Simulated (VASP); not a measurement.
# Te (relaxed from the simple-cubic structure, space group Pm-3m): computed properties

Computed with r2SCAN meta-GGA, VASP's PBE PAW potentials (set 64) (plane waves; VASP).

For Te, the space group is Pm-3m (221). The cell is a = b = c = 3.1860 Å, α = β = γ = 90.00° and the volume per atom is 32.34 Å^3/atom. The band gap (over mesh and band path) is none (metal, semimetal or under 0.01 eV) and the density is 6.55 g/cm³.

```
CELL_PARAMETERS angstrom
      3.18603     0.00000     0.00000
      0.00000     3.18603     0.00000
      0.00000     0.00000     3.18603
ATOMIC_POSITIONS crystal
  Te 0.00000 0.00000 0.00000
```

Unless said otherwise, spin-orbit coupling is left out, though it shifts the bands of the heavy elements here.

The structure was generated: Te was put into the simple-cubic type (Pm-3m), which need not be its known phase. It was relaxed first. Symmetry was kept, so distortions that lower it aren't found.
